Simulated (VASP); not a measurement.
```
CELL_PARAMETERS angstrom
      0.00000     3.01174     3.01174
      3.01174     0.00000     3.01174
      3.01174     3.01174     0.00000
ATOMIC_POSITIONS crystal
  Cd 0.00000 0.00000 0.00000
  Se 0.25000 0.25000 0.25000
```

The numbers are results of PBE GGA, VASP's PBE PAW potentials (set 64) (plane waves; VASP), not measurements. Run with 500 eV cut-off, 8×8×8 Γ-centred mesh, Gaussian smearing of 0.050 eV, potentials Cd Se.

Q: Estimate the energy per atom (σ→0), pressure, band gap (on the k-mesh) with the smallest direct gap where there is one.

A: 
The band gap (on the k-mesh) comes out as 0.67 eV and the smallest direct gap (on the k-mesh) comes out as 0.67 eV. The energy per atom (σ→0) is -2.713 eV/atom and the pressure is 5.01 GPa.

The absolute energy has meaning only against runs of the same code, potentials and settings.

The compound is CdSe in the zinc blende structure, whereas wurtzite is the usual form. It was relaxed first under an external pressure of 5 GPa.
